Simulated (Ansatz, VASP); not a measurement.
## YTl in VASP and in Ansatz

File INCAR:

```
SYSTEM = YTl
PREC = Accurate ; ENCUT = 520
EDIFF = 1E-6 ; ISMEAR = 0
SIGMA = 0.15 ; LREAL = .False.
LASPH = .True. ; NELM = 100
ALGO = Normal ; ISIF = 2
LWAVE = .False. ; LCHARG = .False.
NBANDS = 19
```

Contents of KPOINTS:

```
regular mesh
0
Gamma
  12 12 12
  0 0 0
```

File POSCAR:

```
YTl
1.0
    3.7510000000      0.0000000000      0.0000000000
    0.0000000000      3.7510000000      0.0000000000
    0.0000000000      0.0000000000      3.7510000000
Y Tl
1 1
Direct
    0.5000000000      0.5000000000      0.5000000000
   -0.0199946681      0.0000000000      0.0000000000
```

Input for Ansatz:

```yaml
crystal:
  lattice:
    - [3.751, 0.0, 0.0]
    - [0.0, 3.751, 0.0]
    - [0.0, 0.0, 3.751]
  atoms:
    - { symbol: "Y", position: [0.5, 0.5, 0.5] }
    - { symbol: Tl, position: [-0.0199946681, 0.0, 0.0] }
basis:
  ecutwfc: 420
kpoints:
  mp_grid: { grid: [12, 12, 12] }
hamiltonian:
  xc: lda
scf:
  occupations: { method: gaussian, width: 0.15 }
output:
  forces: true
  stress: true
  eigenvalues: true
```

Change from the starting cell: all Tl atoms moved +0.075 Å, as atom 2 towards its neighbour atom 2 (Tl) at 3.751 Å.

Alike in both runs: task single point; functional LDA; k mesh 12 × 12 × 12; occupations gaussian, width 0.15 eV; no spin polarisation.

```csv
,VASP,Ansatz
version,VASP 6.6.1,Ansatz 0.2.0
potentials or method,"VASP PAW LDA potentials, release 64 (Y_sv, Tl_d)","scalar-relativistic, plane waves, PAW"
plane-wave cutoff (eV),520,420
valence electrons in the cell,24,24
```

Ansatz gave:

- gap on the k mesh at the Fermi level (eV): none
- pressure (GPa): -2.9
- rms of the force components (eV/Å): 0.087

Question: Which values does VASP return?

Answer: gap on the k mesh at the Fermi level (eV): none; pressure (GPa): -2.8; rms of the force components (eV/Å): 0.088.

Atom by atom the forces differ by 0.001 eV/Å (rms over components). A gap of «none» marks a metal or a gap that the smearing closes.

The runs have no spin-orbit coupling, so splittings on Tl are missing.
